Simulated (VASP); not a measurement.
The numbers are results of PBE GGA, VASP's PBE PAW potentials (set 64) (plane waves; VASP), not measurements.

A VASP calculation is set up with these files.

File POSCAR:
```
Mo2Rh
1
    0.0000000000     3.8757680000     3.8757680000
    3.8757680000     0.0000000000     3.8757680000
    3.8757680000     3.8757680000     0.0000000000
Mo Rh
4 2
Direct
  0.1250000000   0.1250000000   0.1250000000
  0.6250000000   0.1250000000   0.1250000000
  0.1250000000   0.6250000000   0.1250000000
  0.1250000000   0.1250000000   0.6250000000
  0.7500000000   0.7500000000   0.7500000000
  0.5000000000   0.5000000000   0.5000000000
```

**INCAR**
```
! general
SYSTEM   =  Mo2Rh
PREC     =  Accurate
ENCUT    =  300
LREAL    =  F
LASPH    =  T

! electronic loop
EDIFF    =  1E-6
NELM     =  100
ALGO     =  Normal
LMAXMIX  =  4

! smearing
ISMEAR   =  0
SIGMA    =  0.1

! functional
GGA      =  PE

! ions
ISIF     =  2

! output
LWAVE    =  F
LCHARG   =  F
```

### KPOINTS
```
Automatic mesh
0
Gamma
5 5 5
0 0 0
```

POTCAR, in this order: Mo_sv Rh_pv (PBE.64 set). Program: vasp_std.

Output

OSZICAR:
```
       N       E                     dE             d eps       ncg     rms          rms(c)
DAV:   1     0.791456258496E+03    0.79146E+03   -0.41924E+04  1140   0.119E+03
DAV:   2    -0.236916606707E+02   -0.81515E+03   -0.79597E+03  1114   0.450E+02
DAV:   3    -0.574806830127E+02   -0.33789E+02   -0.32466E+02  1393   0.811E+01
DAV:   4    -0.583659366386E+02   -0.88525E+00   -0.87723E+00  1248   0.104E+01
DAV:   5    -0.583934299480E+02   -0.27493E-01   -0.27434E-01  1381   0.169E+00    0.208E+01
DAV:   6    -0.553158006434E+02    0.30776E+01   -0.12219E+01  1148   0.186E+01    0.717E+00
DAV:   7    -0.568056130089E+02   -0.14898E+01   -0.13007E+01  1351   0.161E+01    0.129E+01
DAV:   8    -0.546912144668E+02    0.21144E+01   -0.87470E+00  1315   0.100E+01    0.217E+00
DAV:   9    -0.546830049132E+02    0.82096E-02   -0.35307E-01  1312   0.243E+00    0.891E-01
DAV:  10    -0.546779135643E+02    0.50913E-02   -0.42940E-02  1273   0.872E-01    0.350E-01
DAV:  11    -0.546775933164E+02    0.32025E-03   -0.45513E-03  1221   0.373E-01    0.888E-02
DAV:  12    -0.546775321725E+02    0.61144E-04   -0.34834E-04  1298   0.859E-02    0.246E-02
DAV:  13    -0.546775269331E+02    0.52394E-05   -0.32643E-05  1272   0.291E-02    0.639E-03
DAV:  14    -0.546775265101E+02    0.42293E-06   -0.10822E-06   826   0.473E-03
   1 F= -.54677527E+02 E0= -.54657891E+02  d E =-.392706E-01
```

File OUTCAR:
```
------------------------ aborting loop because EDIFF is reached ----------------------------------------
  FORCE on cell =-STRESS in cart. coord.  units (eV):
  Direction    XX          YY          ZZ          XY          YZ          ZX
  --------------------------------------------------------------------------------------
  Total      -21.1902611    -21.1902611    -21.1902611      0.0000000      0.0000000      0.0000000
  in kB     -291.5704966   -291.5704966   -291.5704966      0.0000000      0.0000000      0.0000000
  external PRESSURE =    -291.5704966 kB  Pullay stress =       0.0000000 kB
  volume of cell :      116.44
      direct lattice vectors                 reciprocal lattice vectors
     0.000000000  3.875768000  3.875768000    -0.129006690  0.129006690  0.129006690
     3.875768000  0.000000000  3.875768000     0.129006690 -0.129006690  0.129006690
     3.875768000  3.875768000  0.000000000     0.129006690  0.129006690 -0.129006690
 POSITION                                       TOTAL-FORCE (eV/Angst)
 -----------------------------------------------------------------------------------
      0.96894      0.96894      0.96894         0.000000      0.000000      0.000000
      0.96894      2.90683      2.90683         0.000000      0.000000      0.000000
      2.90683      0.96894      2.90683         0.000000      0.000000      0.000000
      2.90683      2.90683      0.96894         0.000000      0.000000      0.000000
      5.81365      5.81365      5.81365        -0.000000     -0.000000     -0.000000
      3.87577      3.87577      3.87577         0.000000      0.000000      0.000000
 -----------------------------------------------------------------------------------
    total drift:                                0.000000     -0.000000      0.000000
  FREE ENERGIE OF THE ION-ELECTRON SYSTEM (eV)
  ---------------------------------------------------
  free  energy   TOTEN  =       -54.6775265101 eV

  energy  without entropy=      -54.6382558827  energy(sigma->0) =      -54.65789120
```
(Selected blocks of OUTCAR.)

At this cut-off the stress carries a Pulay error, which pulls relaxed volumes low.

The structure was generated: Mo2Rh was put into an ordered model structure, which need not be its known phase. The cell was not relaxed at this level.
